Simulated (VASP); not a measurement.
Here is the system:

```yaml
crystal:
  lattice:
    - [3.86305, 0.00000, 0.00000]
    - [0.00000, 3.86305, 0.00000]
    - [0.00000, 0.00000, 3.86305]
  atoms:
    - { symbol: Os, position: [0.00000, 0.50000, 0.50000] }
    - { symbol: Os, position: [0.50000, 0.50000, 0.00000] }
    - { symbol: Os, position: [0.50000, 0.00000, 0.50000] }
    - { symbol: Mo, position: [0.00000, 0.00000, 0.00000] }
```

All values below come from PBE GGA, VASP's PBE PAW potentials (set 64) (plane waves; VASP 6.6.1). Run with 300 eV cut-off, 7×7×7 Γ-centred mesh, Gaussian smearing of 0.14 eV, potentials Os Mo_sv.

At this cut-off the stress carries a Pulay error, which pulls relaxed volumes low. Unless said otherwise, spin-orbit coupling is left out, though it shifts the bands of the heavy elements here.

Task: Predict the energy per atom (σ→0), pressure, band gap (on the k-mesh) with the smallest direct gap where there is one.

Result: 
```json
{
  "band gap (on the k-mesh)": "none (metal, semimetal or under 0.01 eV)",
  "energy per atom (σ→0)": "-11.141 eV/atom",
  "pressure": "5.00 GPa"
}
```

Only differences to runs with the same potentials and settings are physical.

The structure was generated: MoOs3 was put into an ordered model structure, which need not be its known phase. The cell was not relaxed at this level.
